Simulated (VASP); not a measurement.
Ag3F, 4 atoms in the cell. Symmetry: Fm-3m, No. 225, cubic system. Conventional cell: a = 6.432 Å, b = 6.432 Å, c = 6.432 Å, α = 90.00°, β = 90.00°, γ = 90.00°. Ag (site symmetry -43m) has 4 Ag at 2.79 Å and 4 F at 2.79 Å as nearest neighbours. Ag (site symmetry m-3m) has 8 Ag at 2.79 Å as nearest neighbours. F (site symmetry m-3m) has 8 Ag at 2.79 Å as nearest neighbours. The cell was built by a generator and needn't be a form met in nature.

| Quantity | Value |
| --- | --- |
| Program | VASP 6.6.1 |
| Task | relaxation of cell and atoms |
| Functional | BLYP |
| Potentials or basis | VASP PAW PBE potentials, release 64 (Ag, F) |
| Cutoff | 600 eV |
| k mesh | 5 × 5 × 5 |
| Occupations | fermi-dirac, width 0.05 eV |
| Spin | no spin polarisation |
| Further INCAR settings | ALGO = Normal; EDIFF = 1e-07; IBRION = 2; EDIFFG = -0.02; NSW = 60; ISIF = 3 |

Potentials or basis: VASP PAW PBE potentials, release 64 (Ag, F).

Run with:

```console
$ cat potpaw_PBE.64/Ag/POTCAR potpaw_PBE.64/F/POTCAR > POTCAR
$ mpirun -np 1 vasp_std > vasp.out
```

Hardware: 1 thread of AMD EPYC 9R45 96-Core Processor (Zen 5), with other jobs on the host.

Q: How long does it take, and how much memory?

A: Wall time 110 s on 1 thread of AMD EPYC 9R45 96-Core Processor (Zen 5), on a shared host, peak memory 0.19 GiB. Counts: scf iterations 38, k points 10, ion steps 3.
